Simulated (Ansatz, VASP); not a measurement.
**One calculation of Te3As4, two programs**

```
CELL_PARAMETERS angstrom
5.80722 0.00000 0.00000
0.00000 5.80722 0.00000
0.00000 0.00000 5.80722
ATOMIC_POSITIONS crystal
Te 0.00000 0.00000 0.50000
Te 0.50000 0.00000 0.00000
Te 0.00000 0.50000 0.00000
As 0.33230 0.66770 0.33230
As 0.66770 0.33230 0.33230
As 0.33230 0.33230 0.66770
As 0.66770 0.66770 0.66770
```

Change from the starting cell: species swapped into the Sn3As4 type (P-43m, No. 215).

Alike in both runs: functional PBE; k mesh 6 × 6 × 6; occupations gaussian, width 0.1 eV; no spin polarisation.

Ansatz relaxed the structure, and its values are those at the end. VASP's run is a single point on that final structure, the one shown.

```csv
,VASP,Ansatz
version,VASP 6.6.1,Ansatz 0.2.0
potentials or method,"VASP PAW PBE potentials, release 64 (Te, As)","scalar-relativistic, plane waves, PAW"
plane-wave cutoff (eV),520,420
valence electrons in the cell,38,108
```

|  | VASP | Ansatz | Ansatz less VASP |
| --- | --- | --- | --- |
| gap on the k mesh at the Fermi level (eV) | none | none | - |
| pressure (GPa) | 0.0 | 0.0 | -0.03 |
| rms of the force components (eV/Å) | 0.005 | 0.001 | -0.0035 |

A gap of «none» marks a metal or a gap that the smearing closes. The two sets of potentials don't hold the same shells in valence.

The runs have no spin-orbit coupling, so splittings on Te are missing.
